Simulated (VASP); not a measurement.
Here is the system:

```
CELL_PARAMETERS angstrom
      2.28883    -3.40770     0.00000
      2.28883     3.40770     0.00000
      0.00000     0.00000     8.91010
ATOMIC_POSITIONS crystal
  Br 0.86100 0.86100 0.88900
  Br 0.63900 0.63900 0.38900
  Br 0.36100 0.36100 0.61100
  Br 0.13900 0.13900 0.11100
```

These are PBE GGA, VASP's PBE PAW potentials (set 64) (plane waves; VASP 6.6.1) values and carry that method's errors. Numerical set-up: 300 eV cut-off, 5×5×2 Γ-centred mesh, Fermi-Dirac smearing of 0.020 eV, potentials Br.

Energy and stress use the plane-wave basis of the starting cell.

### Question
The ions, cell shape and volume are relaxed. What does this cell relax into?

### Answer

```
CELL_PARAMETERS angstrom
      2.14656    -3.89925     0.00000
      2.14656     3.89925     0.00000
      0.00000     0.00000     8.69402
ATOMIC_POSITIONS crystal
  Br 0.85844 0.85844 0.88158
  Br 0.64156 0.64156 0.38158
  Br 0.35844 0.35844 0.61842
  Br 0.14156 0.14156 0.11842
```
Space group Cmce (64), at a tolerance of 0.03 Å.

### Question
How do energy and volume change from the first to the last step?

### Answer
The energy (σ→0) changes by -28.0 meV/atom and the volume by +4.7 %, in 35 ionic steps.

```
step  E(σ→0) (eV)  max force (eV/Å)  pressure (GPa)  volume (Å³)
----  -----------  ----------------  --------------  -----------
1         -6.4317             0.152            0.03       138.99
2         -6.4506             0.202            0.19       139.11
3         -6.4868             0.400            0.79       139.31
4         -6.4298             0.838            2.62       139.03
5         -6.4887             0.519            1.15       139.33
6         -6.4951             0.472            1.06       139.69
7         -6.5109             0.339            0.82       140.75
8         -6.5273             0.115            0.42       142.84
9         -6.5284             0.082            0.31       143.55
10        -6.5296             0.072            0.24       143.72
11        -6.5317             0.059            0.04       144.21
12        -6.5319             0.065           -0.06       144.45
13        -6.5329             0.045           -0.03       144.45
14        -6.5347             0.038            0.07       144.45
15        -6.5343             0.164            0.27       144.44
16        -6.5352             0.086            0.15       144.45
17        -6.5362             0.069            0.09       144.71
18        -6.5376             0.030           -0.11       145.48
19        -6.5387             0.042           -0.07       145.40
20        -6.5408             0.083            0.06       145.12
21        -6.5388             0.170            0.34       144.49
22        -6.5411             0.106            0.13       144.97
23        -6.5420             0.072            0.05       145.13
24        -6.5424             0.037           -0.05       145.34
25        -6.5427             0.033           -0.03       145.23
```

The structure is a typed Br crystal. This run relaxes it. Symmetry was kept, so distortions that lower it aren't found. The run is one of a series of settings (EDIFFG = -0.01, IBRION = 2, ISIF = 3, NSW = 50 against the base run), some of them coarse on purpose.
